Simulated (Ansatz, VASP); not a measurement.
**Two plane-wave programs on BeAlS3**

```
Be Al S
1.0
     4.31728    0.00000    0.00000
     0.00000    4.31728    0.00000
     0.00000    0.00000    6.55869
Be Al S
1 1 3
Direct
  0.00000 0.00000 0.68890
  0.50000 0.50000 0.45848
  0.50000 0.50000 0.12772
  0.50000 0.00000 0.62645
  0.00000 0.50000 0.62645
```

Change from the starting cell: species swapped into the BaTiO3 type (P4mm, No. 99).

Alike in both runs: functional PBE; k mesh 10 × 10 × 6; occupations gaussian, width 0.1 eV; no spin polarisation.

Ansatz relaxed the structure, and its values are those at the end. VASP's run is a single point on that final structure, the one shown.

|  | VASP | Ansatz |
| --- | --- | --- |
| version | VASP 6.6.1 | Ansatz 0.2.0 |
| potentials or method | VASP PAW PBE potentials, release 64 (Be, Al, S) | scalar-relativistic, plane waves, PAW |
| plane-wave cutoff (eV) | 520 | 420 |
| valence electrons in the cell | 23 | 23 |

Ansatz gave:

- gap on the k mesh at the Fermi level (eV): none
- pressure (GPa): 0.0
- rms of the force components (eV/Å): 0.002

Task: Estimate VASP's values.

Result: gap on the k mesh at the Fermi level (eV): none; pressure (GPa): -0.1; rms of the force components (eV/Å): 0.006.

A gap of «none» marks a metal or a gap that the smearing closes.

Caveats: this functional lacks dispersion, which binds the layers, so the pressure and a relaxed spacing across them are unreliable.
